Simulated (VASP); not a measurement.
Calculation: PBEsol GGA, VASP's PBE PAW potentials (set 64) (plane waves; VASP).

VASP ran on this input.

File KPOINTS:
```
Automatic mesh
0
Gamma
5 5 5
0 0 0
```

INCAR:
```
SYSTEM = BeCd3S4
PREC = Accurate; ENCUT = 400; LREAL = .FALSE.
LASPH = .TRUE.
EDIFF = 1E-7; NELM = 100; ALGO = Normal
LMAXMIX = 4
ISMEAR = -5
GGA = PS
ISIF = 2
LWAVE = .FALSE.; LCHARG = .TRUE.; LORBIT = 11
NEDOS = 601
LEFG = .TRUE.
```

### POSCAR
```
BeCd3S4
1
    5.5670728504     0.0000000000    -0.0000000000
   -0.0000000000     5.5670728504    -0.0000000000
   -0.0000000000     0.0000000000     5.5670728504
Cd S Be
3 4 1
Direct
  0.0000000000   1.0000000000   0.0000000000
  0.5000000000   0.5000000000   0.0000000000
  0.5000000000   1.0000000000   0.5000000000
  0.2215159186   0.2784840814   0.2784840814
  0.7784840814   0.7215159186   0.2784840814
  0.7784840814   0.2784840814   0.7215159186
  0.2215159186   0.7215159186   0.7215159186
  1.0000000000   0.5000000000   0.5000000000
```

POTCAR, in this order: Cd S Be (PBE.64 set). Program: vasp_std.

Question: Predict the energy per atom (σ→0), band gap (on the k-mesh).

Answer: 
```json
{
 "energy per atom (σ→0)": "-3.831 eV/atom",
 "band gap (on the k-mesh)": "1.72 eV"
}
```

OSZICAR:
```
...
DAV:  11    -0.306449122637E+02   -0.88215E-04   -0.41620E-04   857   0.105E-01    0.100E-01
DAV:  12    -0.306450345247E+02   -0.12226E-03   -0.32686E-04   800   0.155E-01    0.643E-02
DAV:  13    -0.306450129318E+02    0.21593E-04   -0.10876E-04   910   0.114E-01    0.242E-02
DAV:  14    -0.306450127827E+02    0.14903E-06   -0.56385E-06   823   0.109E-02    0.207E-02
DAV:  15    -0.306450139077E+02   -0.11250E-05   -0.16936E-06   826   0.728E-03    0.857E-03
DAV:  16    -0.306450139768E+02   -0.69122E-07   -0.21811E-06   832   0.823E-03    0.429E-03
DAV:  17    -0.306450139787E+02   -0.18845E-08   -0.24327E-07   645   0.261E-03
   1 F= -.30645014E+02 E0= -.30645014E+02  d E =0.000000E+00
```

The structure was generated: BeCd3S4 was put into an ordered model structure (P-43m), which need not be its known phase. It was relaxed first.
